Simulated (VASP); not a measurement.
Data:

```yaml
crystal:
  lattice:
    - [0.00000, 3.27932, 3.27932]
    - [3.27932, 0.00000, 3.27932]
    - [3.27932, 3.27932, 0.00000]
  atoms:
    - { symbol: K, position: [0.00000, 0.00000, 0.00000] }
    - { symbol: Br, position: [0.50000, 0.50000, 0.50000] }
```

Computed with PBEsol GGA, VASP's PBE PAW potentials (set 64) (plane waves; VASP). Numerical set-up: 520 eV cut-off, 8×8×8 Γ-centred mesh, tetrahedra with Blöchl corrections, potentials K_sv Br.

### Question
The job: KBr (rock salt), 2 atoms, PBEsol, static run, 520 eV, 8×8×8 Γ-centred mesh. Roughly how much core time does it take on a busy server core?

### Answer
About 20 core-seconds (one run on a shared machine, a rough figure). It had 29 irreducible k-points, 12 bands, up to 1924 plane waves and 14 electronic steps.

The compound is KBr in the rock salt structure. It was relaxed first.
